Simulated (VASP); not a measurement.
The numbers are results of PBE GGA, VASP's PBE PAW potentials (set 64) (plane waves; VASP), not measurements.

VASP ran on this input.

**INCAR**
```
SYSTEM = Ca3MgO4
PREC = Accurate
ENCUT = 500
EDIFF = 1E-6
NELM = 100
ALGO = Normal
LREAL = .FALSE.
LASPH = .TRUE.
ISMEAR = 0
SIGMA = 0.05
GGA = PE
LWAVE = .FALSE.
LCHARG = .TRUE.
```

**KPOINTS**
```
Automatic mesh
0
Gamma
4 4 4
0 0 0
```

POSCAR:
```
Ca3MgO4
1
    4.7264188593     0.0000000000     0.0000000000
    0.0000000000     4.7264188593     0.0000000000
    0.0000000000     0.0000000000     4.7264188593
Mg O Ca
1 4 3
Direct
  0.0000000000   0.0000000000   0.0000000000
  0.5000000000   0.5000000000   0.5000000000
  0.0000000000   0.0000000000   0.5000000000
  0.0000000000   0.5000000000   0.0000000000
  0.5000000000   0.0000000000   0.0000000000
  0.5000000000   0.5000000000   0.0000000000
  0.5000000000   0.0000000000   0.5000000000
  0.0000000000   0.5000000000   0.5000000000
```

POTCAR, in this order: Mg O Ca_sv (PBE.64 set). Program: vasp_std.

Question: Predict the energy per atom (σ→0), band gap (on the k-mesh).

Answer: 
```yaml
energy per atom (σ→0): -6.186 eV/atom
band gap (on the k-mesh): 3.25 eV
```

OSZICAR:
```
...
DAV:   9    -0.494885463521E+02    0.14845E-01   -0.13853E-01   910   0.201E+00    0.239E-01
DAV:  10    -0.494900788973E+02   -0.15325E-02   -0.10622E-02   934   0.497E-01    0.206E-01
DAV:  11    -0.494902111886E+02   -0.13229E-03   -0.22173E-03   828   0.242E-01    0.512E-02
DAV:  12    -0.494902370938E+02   -0.25905E-04   -0.37499E-04   943   0.133E-01    0.153E-02
DAV:  13    -0.494902416813E+02   -0.45875E-05   -0.42709E-05   901   0.398E-02    0.845E-03
DAV:  14    -0.494902417243E+02   -0.43062E-07   -0.20700E-05   751   0.218E-02    0.448E-03
DAV:  15    -0.494902412257E+02    0.49864E-06   -0.38109E-06   750   0.105E-02
   1 F= -.49490241E+02 E0= -.49490241E+02  d E =-.187262E-10
```

The structure was generated: Ca3MgO4 was put into an ordered model structure (Pm-3m), which need not be its known phase. It was relaxed first.
